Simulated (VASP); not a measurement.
Input:

```
BaHfO3
1.0
    4.03884     0.00000     0.00000
    0.00000     4.03884     0.00000
    0.00000     0.00000     4.03884
Ba Hf O
1 1 3
Direct
  0.00000   0.00000   0.00000
  0.50000   0.50000   0.50000
  0.50000   0.00000   0.50000
  0.00000   0.50000   0.50000
  0.50000   0.50000   0.00000
```

Level of theory: LDA (Ceperley-Alder, Perdew-Zunger), VASP's LDA PAW potentials (set 64) (plane waves; VASP). Run with 520 eV cut-off, 6×6×6 Γ-centred mesh, Gaussian smearing of 0.050 eV, potentials Ba_sv Hf_pv O.

Unless said otherwise, spin-orbit coupling is left out, though it shifts the bands of the heavy elements here.

Problem. What does the run give for the energy per atom (σ→0), pressure, band gap (on the k-mesh) with the smallest direct gap where there is one?

Solution. 
```yaml
band gap (on the k-mesh): 3.57 eV
smallest direct gap (on the k-mesh): 3.64 eV
energy per atom (σ→0): -9.498 eV/atom
pressure: 13.11 GPa
```

The absolute energy has meaning only against runs of the same code, potentials and settings.

The compound is BaHfO3 in the cubic perovskite structure. This cell is one point of a volume scan, at 0.94 of the reference volume.
